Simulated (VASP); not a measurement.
Given:

```
NaI
1.0
    0.00000     3.29611     3.29611
    3.29611     0.00000     3.29611
    3.29611     3.29611     0.00000
Na I
1 1
Cartesian
  0.00000   0.00000   0.00000
  3.29611   3.29611   3.29611
```

Method: PBE GGA, VASP's PBE PAW potentials (set 64) (plane waves; VASP 6.6.1). Settings: 520 eV cut-off, 7×7×7 Γ-centred mesh, Gaussian smearing of 0.050 eV, potentials Na_pv I.

Unless said otherwise, spin-orbit coupling is left out, though it shifts the bands of the heavy elements here.

Question: Predict the energy per atom (σ→0), band gap (on the k-mesh) with the smallest direct gap where there is one.

Answer: 
- band gap (on the k-mesh) = 3.50 eV
- smallest direct gap (on the k-mesh) = 3.50 eV
- energy per atom (σ→0) = -2.693 eV/atom

The compound is NaI in the rock salt structure. This cell is one point of a volume scan, at 1.03 of the reference volume.
